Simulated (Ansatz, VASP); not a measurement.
**One calculation of LiMgBN2, two programs**

File INCAR:

```
PREC = Accurate
ENCUT = 520
EDIFF = 1E-7
ISMEAR = 0
SIGMA = 0.05
LREAL = F
LASPH = T
NELM = 100
ALGO = Fast
ISIF = 2
LWAVE = F
LCHARG = F
GGA = PE
NBANDS = 17
```

Contents of KPOINTS:

```
Automatic mesh
0
Gamma
  8 8 8
```

File POSCAR:

```
LiMgBN2
1.0
   -1.9096560000      1.9096560000      4.4435220000
    1.9096560000     -1.9096560000      4.4435220000
    1.9096560000      1.9096560000     -4.4435220000
Li Mg B N
1 1 1 2
Direct
    0.2500000000      0.7500000000      0.5000000000
    0.7500000000      0.2500000000      0.5000000000
    0.5000000000      0.5000000000      0.0000000000
    0.5702648236      0.7322621764      0.0000000000
    0.2677378236      0.4297351764      0.0000000000
```

Input for Ansatz:

```yaml
crystal:
  lattice:
    - [-1.909656, 1.909656, 4.443522]
    - [1.909656, -1.909656, 4.443522]
    - [1.909656, 1.909656, -4.443522]
  atoms:
    - { symbol: Li, position: [0.25, 0.75, 0.5] }
    - { symbol: Mg, position: [0.75, 0.25, 0.5] }
    - { symbol: B, position: [0.5, 0.5, 0.0] }
    - { symbol: "N", position: [0.5702648236, 0.7322621764, 0.0] }
    - { symbol: "N", position: [0.2677378236, 0.4297351764, 0.0] }
basis:
  ecutwfc: 420
kpoints:
  mp_grid: { grid: [8, 8, 8] }
hamiltonian:
  xc: pbe
scf:
  occupations: { method: gaussian, width: 0.05 }
output:
  forces: true
  stress: true
  eigenvalues: true
```

Change from the starting cell: all N atoms moved +0.438 Å, as atom 4 along Cartesian [1 -1 0].

Alike in both runs: task single point; functional PBE; k mesh 8 × 8 × 8; occupations gaussian, width 0.05 eV; no spin polarisation.

|  | VASP | Ansatz |
| --- | --- | --- |
| version | VASP 6.6.1 | Ansatz 0.2.0 |
| potentials or method | VASP PAW PBE potentials, release 64 (Li_sv, Mg, B, N) | scalar-relativistic, plane waves, PAW |
| plane-wave cutoff (eV) | 520 | 420 |
| valence electrons in the cell | 18 | 26 |

VASP gave:

```
gap on the k mesh at the Fermi level (eV) : 1.68
least direct gap on the mesh (eV)         : 2.00
rms of the force components (eV/Å)        : 2.505
```

Question: What did Ansatz give for the same quantities?

Answer: gap on the k mesh at the Fermi level (eV): 1.68; least direct gap on the mesh (eV): 2.00; rms of the force components (eV/Å): 2.492.

Atom by atom the forces differ by 0.020 eV/Å (rms over components). The two sets of potentials don't hold the same shells in valence.

Caveats: forces of over 1 eV/Å show positions far from the minimum, so gaps and moduli don't describe the material at rest. A k mesh can miss the band edges.
